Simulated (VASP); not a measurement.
Input of a VASP 6.6.1 run:

File INCAR:

```
PREC     = Normal         # precision mode
ENCUT    = 520            # plane-wave cutoff, eV
EDIFF    = 1E-4           # SCF threshold, eV
ISMEAR   = 0              # smearing method
SIGMA    = 0.15           # smearing width, eV
LREAL    = F              # projectors in reciprocal space
LASPH    = T              # aspherical terms in the spheres
NELM     = 60             # most SCF steps
ALGO     = Fast           # electronic algorithm
ISIF     = 3              # what is computed and relaxed
LWAVE    = F              # write WAVECAR
LCHARG   = F              # write CHGCAR
GGA      = PE             # functional
IBRION   = 2              # ionic algorithm
NSW      = 24             # ionic steps
EDIFFG   = -0.08          # ionic threshold
```

KPOINTS

```
Automatic mesh
0
Gamma
  5 5 2
```

Contents of POSCAR:

```
Ga2SnO
1.0
    3.4365884200      0.0000000000      0.0000000000
   -1.7182942100      2.9761728800      0.0000000000
    0.0000000000      0.0000000000      7.9690020400
Ga Sn O
2 1 1
Direct
    0.0000000000      0.0000000000      0.7097710000
    0.0000000000      0.0000000000      0.2902290000
    0.0000000000      0.0000000000      0.0000000000
    0.0000000000      0.0000000000      0.5000000000
```

Potentials or basis: VASP PAW PBE potentials, release 64 (Ga_d, Sn_d, O).

The run is started by

```console
$ cat potpaw_PBE.64/Ga_d/POTCAR potpaw_PBE.64/Sn_d/POTCAR potpaw_PBE.64/O/POTCAR > POTCAR
$ mpirun -np 1 vasp_std > vasp.out
```

Question: Estimate the band gap on the k mesh.

Answer: None (metal or under the smearing width).

Question: Estimate the space group after relaxing (to 0.05 Å).

Answer: P6/mmm (No. 191).

Question: Estimate the relaxed volume.

Answer: 22.28 Å³/atom.

Step by step:
| step | energy change (eV) | largest force (eV/Å) | pressure (GPa) | volume (Å³) |
| --- | --- | --- | --- | --- |
| 1 | 0.0000 | 0.9015 | 16.80 | 81.51 |
| 2 | 0.4079 | 2.5483 | -9.69 | 104.84 |
| 3 | -1.7280 | 2.5052 | -3.28 | 91.25 |
| 4 | -1.7583 | 2.4391 | -2.16 | 90.26 |
| 5 | -1.7601 | 2.3922 | -1.15 | 89.86 |
| 6 | -2.0176 | 0.0784 | 0.54 | 88.99 |
| 7 | -2.0177 | 0.0976 | 0.76 | 88.98 |
| 8 | -2.0221 | 0.3072 | -0.58 | 90.03 |
| 9 | -2.0277 | 0.1876 | -0.50 | 89.54 |
| 10 | -2.0300 | 0.0427 | 0.46 | 89.09 |
| 11 | -2.0298 | 0.0591 | -0.44 | 89.16 |
| 12 | -2.0299 | 0.0136 | 0.08 | 89.12 |

Caveat: the k mesh is coarse (spacing up to 0.42 Å⁻¹), so the values aren't converged.
